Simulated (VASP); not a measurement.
Crystal: SnSe.

```
CELL_PARAMETERS angstrom
11.42000 0.00000 0.00000
0.00000 4.19000 0.00000
0.00000 0.00000 4.46000
ATOMIC_POSITIONS crystal
Sn 0.12300 0.25000 0.09100
Sn 0.37700 0.75000 0.59100
Sn 0.62300 0.25000 0.40900
Sn 0.87700 0.75000 0.90900
Se 0.35700 0.25000 0.01600
Se 0.14300 0.75000 0.51600
Se 0.85700 0.25000 0.48400
Se 0.64300 0.75000 0.98400
```

```yaml
Program: VASP 6.6.1
Task: relaxation of cell and atoms
Functional: PBE
Dispersion: D3(BJ)
Potentials_or_basis: VASP PAW PBE potentials, release 64 (Sn_d, Se)
Cutoff: 600 eV
k_mesh: 4 × 8 × 8
Occupations: gaussian, width 0.03 eV
Spin: no spin polarisation
```

At the start: pressure 0.2 GPa; volume 26.68 Å³/atom.

Q: How do energy, volume and symmetry change on relaxing?

A: Over 18 steps the energy falls by 7.1 meV/atom and the volume is 26.23 Å³/atom (-1.7 %); space group Pnma (No. 62, to 0.05 Å).

The path:
```csv
step,energy change (eV),largest force (eV/Å),pressure (GPa),volume (Å³)
1,0.0000,0.3326,0.24,213.41
2,-0.0384,0.0662,-0.48,214.60
3,-0.0388,0.0889,-0.43,214.48
4,-0.0446,0.1063,-0.05,212.42
5,-0.0459,0.1207,0.23,210.93
6,-0.0504,0.0911,0.19,210.47
7,-0.0554,0.0199,0.08,209.10
8,-0.0555,0.0183,0.08,209.27
9,-0.0559,0.0287,-0.01,209.72
10,-0.0559,0.0332,-0.07,209.91
11,-0.0559,0.0314,-0.05,209.84
12,-0.0562,0.0247,-0.04,209.83
13,-0.0564,0.0174,-0.01,209.83
14,-0.0563,0.0160,0.04,209.82
15,-0.0564,0.0144,0.01,209.83
16,-0.0565,0.0110,-0.01,209.88
17,-0.0565,0.0102,-0.01,209.88
18,-0.0566,0.0091,-0.01,209.84
```

Final structure:
```
Sn Se
1.0
    11.49512    0.00000    0.00000
     0.00000    4.17702    0.00000
     0.00000    0.00000    4.37037
Sn Se
4 4
Direct
  0.11835 0.25000 0.08923
  0.38165 0.75000 0.58923
  0.61835 0.25000 0.41077
  0.88165 0.75000 0.91077
  0.35732 0.25000 0.02052
  0.14268 0.75000 0.52052
  0.85732 0.25000 0.47948
  0.64268 0.75000 0.97948
```
